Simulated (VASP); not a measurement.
Data:

```
CELL_PARAMETERS angstrom
      0.00000     3.52801     3.52801
      3.52801     0.00000     3.52801
      3.52801     3.52801     0.00000
ATOMIC_POSITIONS crystal
  K  0.00000 0.00000 0.00000
  I  0.50000 0.50000 0.50000
```

Calculation: PBE GGA with D4 dispersion, VASP's PBE PAW potentials (set 64) (plane waves; VASP). Run with 520 eV cut-off, Gaussian smearing of 0.050 eV, potentials K_sv I.

Unless said otherwise, spin-orbit coupling is left out, though it shifts the bands of the heavy elements here.

Task: Give the energies of bands 6 to 11 at the high-symmetry points, in eV from the valence-band maximum.

Result: 
| band | Γ | X | U | L | W |
|---|---|---|---|---|---|
| 6 | 0.00 | -1.00 | -0.86 | -1.33 | -0.73 |
| 7 | 0.00 | -0.37 | -0.76 | -0.34 | -0.73 |
| 8 | 0.00 | -0.37 | -0.38 | -0.34 | -0.60 |
| 9 | 3.97 | 4.93 | 5.61 | 5.53 | 6.47 |
| 10 | 6.50 | 5.78 | 6.64 | 7.72 | 6.47 |
| 11 | 6.50 | 8.10 | 7.63 | 8.15 | 6.64 |

The gap is direct, 3.97 eV, from the valence maximum at Γ to the conduction minimum at Γ.

Measured: gap 6.10 eV (computed value off by -2.13 eV), as given by Aguado et al., (1998), arXiv:cond-mat/9809176.

The compound is KI in the rock salt structure. It was relaxed first.
